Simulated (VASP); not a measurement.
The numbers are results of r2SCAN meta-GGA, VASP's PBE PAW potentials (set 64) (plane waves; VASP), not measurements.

Input for VASP

**INCAR**
```
NEDOS = 601
LMAXMIX = 4
ENCUT = 400   ! plane-wave cut-off (eV)
ISIF = 2
LEFG = .TRUE.
EDIFF = 1E-7   ! SCF stop (eV)
METAGGA = R2SCAN
LMIXTAU = .TRUE.
PREC = Accurate
LREAL = .FALSE.   ! projection in real space or not
LWAVE = .FALSE.
LCHARG = .FALSE.
NELM = 100   ! most electronic steps
LORBIT = 11   ! lm-projected
ALGO = Normal
LASPH = .TRUE.   ! aspherical one-centre terms
ISMEAR = -5
SYSTEM = Cd2TeS
```

KPOINTS_OPT:
```
k-points along high-symmetry lines
6
Line-mode
Reciprocal
  0.000000   0.000000   0.000000 ! GAMMA
  0.500000   0.000000   0.000000 ! M

  0.500000   0.000000   0.000000 ! M
  0.333333   0.333333   0.000000 ! K

  0.333333   0.333333   0.000000 ! K
  0.000000   0.000000   0.000000 ! GAMMA

  0.000000   0.000000   0.000000 ! GAMMA
  0.000000   0.000000   0.500000 ! A

  0.000000   0.000000   0.500000 ! A
  0.500000   0.000000   0.500000 ! L

  0.500000   0.000000   0.500000 ! L
  0.333333   0.333333   0.500000 ! H

  0.333333   0.333333   0.500000 ! H
  0.000000   0.000000   0.500000 ! A

  0.500000   0.000000   0.500000 ! L
  0.500000   0.000000   0.000000 ! M

  0.333333   0.333333   0.500000 ! H
  0.333333   0.333333   0.000000 ! K
```

File KPOINTS:
```
Automatic mesh
0
Gamma
7 7 4
0 0 0
```

**POSCAR**
```
Cd2TeS
4.3879840
  1.0000000363   0.0000000000   0.0000000000
 -0.5000000182   0.8660253542   0.0000000000
  0.0000000000   0.0000000000   1.6386188983
Cd Te S
2 1 1
Cartesian
  0.5000005181   0.2886748294   0.7750734862
  0.0000000000   0.0000000000   0.0405079956
  0.0000000000   0.0000000000   1.0332088277
  0.5000005181   0.2886748294   0.1962060755
```

POTCAR, in this order: Cd Te S (PBE.64 set). Program: vasp_std.

The run wrote:

**OSZICAR**
```
       N       E                     dE             d eps       ncg     rms          rms(c)
DAV:   1     0.134441283690E+03    0.13444E+03   -0.14977E+04  1232   0.120E+03
DAV:   2    -0.749167365242E+02   -0.20936E+03   -0.20566E+03  1394   0.318E+02
DAV:   3    -0.858017345838E+02   -0.10885E+02   -0.10848E+02  1490   0.748E+01
DAV:   4    -0.859206985604E+02   -0.11896E+00   -0.11894E+00  1518   0.730E+00
DAV:   5    -0.859225356240E+02   -0.18371E-02   -0.18370E-02  1528   0.812E-01    0.920E+00
DAV:   6    -0.795743020792E+02    0.63482E+01   -0.65140E+00  1292   0.339E+01    0.103E+01
DAV:   7    -0.776648117806E+02    0.19095E+01   -0.64938E-01  1244   0.792E+00    0.774E+00
DAV:   8    -0.779869560990E+02   -0.32214E+00   -0.53667E-01  1250   0.732E+00    0.908E-01
DAV:   9    -0.753581196728E+02    0.26288E+01   -0.12243E+00  1256   0.731E+00    0.118E+00
DAV:  10    -0.755064020329E+02   -0.14828E+00   -0.57964E-02  1316   0.190E+00    0.112E+00
DAV:  11    -0.755109260574E+02   -0.45240E-02   -0.53292E-04  1520   0.151E-01    0.110E+00
DAV:  12    -0.755319588914E+02   -0.21033E-01   -0.23203E-03  1262   0.437E-01    0.110E+00
DAV:  13    -0.758808524322E+02   -0.34889E+00   -0.11510E-01  1232   0.229E+00    0.125E+00
DAV:  14    -0.761145932638E+02   -0.23374E+00   -0.17125E-01  1328   0.253E+00    0.149E+00
DAV:  15    -0.761068868904E+02    0.77064E-02   -0.64805E-03  1340   0.539E-01    0.132E+00
DAV:  16    -0.761059224793E+02    0.96441E-03   -0.13993E-04  1472   0.904E-02    0.131E+00
DAV:  17    -0.761154716985E+02   -0.95492E-02   -0.53578E-03  1274   0.556E-01    0.990E-01
DAV:  18    -0.761154468883E+02    0.24810E-04   -0.88845E-03  1466   0.654E-01    0.572E-01
DAV:  19    -0.761178160195E+02   -0.23691E-02   -0.49842E-03  1240   0.508E-01    0.151E+00
DAV:  20    -0.761173217902E+02    0.49423E-03   -0.55346E-04  1484   0.153E-01    0.134E+00
DAV:  21    -0.761175879696E+02   -0.26618E-03   -0.16397E-04  1258   0.997E-02    0.112E+00
DAV:  22    -0.761168404524E+02    0.74752E-03   -0.18771E-03  1480   0.364E-01    0.235E-01
DAV:  23    -0.761171902691E+02   -0.34982E-03   -0.59441E-04  1478   0.155E-01    0.108E-01
DAV:  24    -0.761175538674E+02   -0.36360E-03   -0.13642E-04  1268   0.866E-02    0.631E-02
DAV:  25    -0.761176189207E+02   -0.65053E-04   -0.73832E-05  1358   0.635E-02    0.777E-02
DAV:  26    -0.761176305885E+02   -0.11668E-04   -0.13582E-05  1264   0.353E-02    0.451E-02
DAV:  27    -0.761176362560E+02   -0.56675E-05   -0.66840E-06  1310   0.225E-02    0.382E-02
DAV:  28    -0.761176394577E+02   -0.32017E-05   -0.17711E-06  1310   0.101E-02    0.317E-02
DAV:  29    -0.761176376308E+02    0.18269E-05   -0.20316E-06  1280   0.119E-02    0.250E-02
DAV:  30    -0.761176370949E+02    0.53596E-06   -0.37834E-06  1244   0.162E-02    0.157E-02
DAV:  31    -0.761176352157E+02    0.18791E-05   -0.23376E-06  1364   0.928E-03    0.146E-02
DAV:  32    -0.761176359124E+02   -0.69671E-06   -0.50444E-07  1390   0.485E-03    0.802E-03
DAV:  33    -0.761176354975E+02    0.41497E-06   -0.29566E-07  1164   0.389E-03    0.268E-03
DAV:  34    -0.761176359649E+02   -0.46743E-06   -0.25330E-07  1038   0.330E-03    0.168E-03
DAV:  35    -0.761176356793E+02    0.28558E-06   -0.28966E-08   616   0.150E-03    0.867E-04
DAV:  36    -0.761176360281E+02   -0.34874E-06   -0.23743E-08   616   0.109E-03    0.475E-04
DAV:  37    -0.761176359530E+02    0.75035E-07   -0.12736E-08   616   0.765E-04
   1 F= -.76117636E+02 E0= -.76117636E+02  d E =0.000000E+00
       N       E                     dE             ncg
       N       E                     dE             ncg
```

OUTCAR:
```
------------------------ aborting loop because EDIFF is reached ----------------------------------------
  FORCE on cell =-STRESS in cart. coord.  units (eV):
  Direction    XX          YY          ZZ          XY          YZ          ZX
  --------------------------------------------------------------------------------------
  Total        0.0110317      0.0110317      0.0354138     -0.0000000      0.0000000     -0.0000000
  in kB        0.1474181      0.1474180      0.4732375     -0.0000000      0.0000000     -0.0000000
  external PRESSURE =       0.2560245 kB  Pullay stress =       0.0000000 kB
  volume of cell :      119.90
      direct lattice vectors                 reciprocal lattice vectors
     4.387984159  0.000000000  0.000000000     0.227895080  0.131575298  0.000000000
    -2.193992080  3.800105398  0.000000000     0.000000000  0.263150596  0.000000000
     0.000000000  0.000000000  7.190233508     0.000000000  0.000000000  0.139077542
 POSITION                                       TOTAL-FORCE (eV/Angst)
 -----------------------------------------------------------------------------------
      2.19399      1.26670      3.40101        -0.000000      0.000000     -0.001268
      0.00000      0.00000      0.17775        -0.000000      0.000000     -0.000527
      0.00000      0.00000      4.53370        -0.000000      0.000000     -0.000683
      2.19399      1.26670      0.86095         0.000000     -0.000000      0.002479
 -----------------------------------------------------------------------------------
    total drift:                               -0.001983      0.001142      0.005048
  FREE ENERGIE OF THE ION-ELECTRON SYSTEM (eV)
  ---------------------------------------------------
  free  energy   TOTEN  =       -76.1176359530 eV

  energy  without entropy=      -76.1176359530  energy(sigma->0) =      -76.11763595

 total charge

# of ion       s       p       d       tot
------------------------------------------
    1        0.446   0.332   9.551  10.329
    2        0.395   0.262   9.572  10.229
    3        1.351   2.132   0.022   3.505
    4        1.315   2.387   0.000   3.703
--------------------------------------------------
tot          3.507   5.113  19.146  27.766

 Electric field gradients after diagonalization (V/A^2)
 (convention: |V_zz| > |V_xx| > |V_yy|)
----------------------------------------------------------------------
 ion       V_xx      V_yy      V_zz     asymmetry (V_yy - V_xx)/ V_zz
----------------------------------------------------------------------
   1       7.397     7.390   -14.787       0.000
   2      -4.013    -4.005     8.018       0.001
   3     -53.100   -53.100   106.200       0.000
   4       9.906     9.905   -19.810       0.000
```
(Selected blocks of OUTCAR.)

The structure comes from a computed database's Cd2TeS entry (P3m1); how it stands against other phases isn't given here. It was relaxed first.
